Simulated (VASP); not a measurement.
Input:

```
NiS
1.0
    3.43950     0.00000     0.00000
   -1.71975     2.97869     0.00000
    0.00000     0.00000     5.35140
Ni S
2 2
Cartesian
  0.00000   0.00000   0.00000
  0.00000   0.00000   2.67570
  0.00000   1.98580   1.33785
  1.71975   0.99290   4.01355
```
Starting moments (μB, in the order of the record's atoms Ni Ni S S): 2.0 2.0 0.0 0.0.

Calculation: LDA (Ceperley-Alder, Perdew-Zunger), VASP's LDA PAW potentials (set 64) (plane waves; VASP). Run with 300 eV cut-off, 8×8×4 Γ-centred mesh, Gaussian smearing of 0.050 eV, potentials Ni S.

At this cut-off the stress carries a Pulay error, which pulls relaxed volumes low. The moments were started parallel, and other spin orders were not tried in this run.

Problem. Predict the cell moment, energy per atom (σ→0), pressure, band gap (on the k-mesh) with the smallest direct gap where there is one.

Solution. 
```json
{
 "band gap (on the k-mesh)": "none (metal, semimetal or under 0.01 eV)",
 "cell_moment": "0.00 μB",
 "energy per atom (σ→0)": "-5.983 eV/atom",
 "pressure": "-13.96 GPa"
}
```

Total energies compare only between runs with the same potentials, cut-off and functional.

The structure comes from a measured NiS entry of the Crystallography Open Database, whose conditions weren't checked. The cell was not relaxed at this level.
